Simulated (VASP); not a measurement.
Calculation: PBE GGA, VASP's PBE PAW potentials (set 64) (plane waves; VASP).

The input files of a VASP run:

### INCAR
```
ALGO  =  Normal
EDIFF  =  1E-7
ENCUT  =  520
GGA  =  PE
ISIF  =  2
ISMEAR  =  0
LASPH  =  T
LCHARG  =  F
LREAL  =  F
LWAVE  =  F
NELM  =  100
PREC  =  Accurate
SIGMA  =  0.05
SYSTEM  =  MgO
```

POSCAR:
```
MgO
2.9726710
  0.0000000000   0.7071067786   0.7071067786
  0.7071067786   0.0000000000   0.7071067786
  0.7071067786   0.7071067786   0.0000000000
Mg O
1 1
direct
  0.0000000000   0.0000000000   0.0000000000
  0.5000000000   0.5000000000   0.5000000000
```

File KPOINTS:
```
K-points
0
gamma
  11 11 11
```

POTCAR, in this order: Mg O (PBE.64 set). Program: vasp_std.

Output

### OUTCAR
```
 ion  position               nearest neighbor table
   1  0.000  0.000  0.000-   2 2.10   2 2.10   2 2.10   2 2.10   2 2.10   2 2.10
   2  0.500  0.500  0.500-   1 2.10   1 2.10   1 2.10   1 2.10   1 2.10   1 2.10
  LATTYP: Found a face centered cubic cell.
 ALAT       =     4.2039916294
 Subroutine PRICEL returns:
 Original cell was already a primitive cell.
 Subroutine GETGRP returns: Found 48 space group operations
The static configuration has the point symmetry O_h .
The dynamic configuration has the point symmetry O_h .
 Subroutine INISYM returns: Found 48 space group operations
 Subroutine IBZKPT returns following result:
 Found     56 irreducible k-points:

 Following reciprocal coordinates:
            Coordinates               Weight
  0.000000  0.000000  0.000000      1.000000
  0.090909  0.000000  0.000000      8.000000
  0.181818  0.000000  0.000000      8.000000
  0.272727  0.000000  0.000000      8.000000
  0.363636  0.000000  0.000000      8.000000
  0.454545  0.000000  0.000000      8.000000
  0.090909  0.090909  0.000000      6.000000
  0.181818  0.090909  0.000000     24.000000
  0.272727  0.090909  0.000000     24.000000
...
```

File OSZICAR:
```
       N       E                     dE             d eps       ncg     rms          rms(c)
DAV:   1     0.116410159791E+02    0.11641E+02   -0.48967E+03  1064   0.889E+02
DAV:   2    -0.131396999907E+02   -0.24781E+02   -0.23685E+02  1080   0.137E+02
DAV:   3    -0.134635569918E+02   -0.32386E+00   -0.32386E+00  1192   0.172E+01
DAV:   4    -0.134638929249E+02   -0.33593E-03   -0.33593E-03  1224   0.525E-01
DAV:   5    -0.134638931270E+02   -0.20215E-06   -0.20215E-06  1200   0.922E-03    0.722E+00
DAV:   6    -0.119215478431E+02    0.15423E+01   -0.10015E+01   896   0.224E+01    0.226E+00
DAV:   7    -0.119076317406E+02    0.13916E-01   -0.42187E-02   944   0.255E+00    0.131E+00
DAV:   8    -0.119023992265E+02    0.52325E-02   -0.23878E-02   920   0.235E+00    0.153E-01
DAV:   9    -0.119023171101E+02    0.82116E-04   -0.39545E-04  1336   0.177E-01    0.720E-02
DAV:  10    -0.119024229914E+02   -0.10588E-03   -0.12780E-04   936   0.121E-01    0.530E-03
DAV:  11    -0.119024231462E+02   -0.15472E-06   -0.65268E-07  1328   0.816E-03    0.274E-03
DAV:  12    -0.119024230366E+02    0.10958E-06   -0.36777E-07   968   0.535E-03    0.249E-04
DAV:  13    -0.119024230247E+02    0.11859E-07   -0.30970E-09   560   0.701E-04
   1 F= -.11902423E+02 E0= -.11902423E+02  d E =-.349515E-11
```

### OUTCAR
```
------------------------ aborting loop because EDIFF is reached ----------------------------------------
  FORCE on cell =-STRESS in cart. coord.  units (eV):
  Direction    XX          YY          ZZ          XY          YZ          ZX
  --------------------------------------------------------------------------------------
  Total        0.5729521      0.5729521      0.5729521      0.0000000     -0.0000000      0.0000000
  in kB       49.4200672     49.4200672     49.4200672      0.0000000     -0.0000000      0.0000000
  external PRESSURE =      49.4200672 kB  Pullay stress =       0.0000000 kB
  volume of cell :       18.57
      direct lattice vectors                 reciprocal lattice vectors
     0.000000000  2.101995815  2.101995815    -0.237869170  0.237869170  0.237869170
     2.101995815  0.000000000  2.101995815     0.237869170 -0.237869170  0.237869170
     2.101995815  2.101995815  0.000000000     0.237869170  0.237869170 -0.237869170
  FREE ENERGIE OF THE ION-ELECTRON SYSTEM (eV)
  ---------------------------------------------------
  free  energy   TOTEN  =       -11.9024230247 eV

  energy  without entropy=      -11.9024230247  energy(sigma->0) =      -11.90242302
```
(Selected blocks of OUTCAR.)

The compound is MgO in the rock salt structure. This cell is one point of a volume scan, at 0.97 of the reference volume.
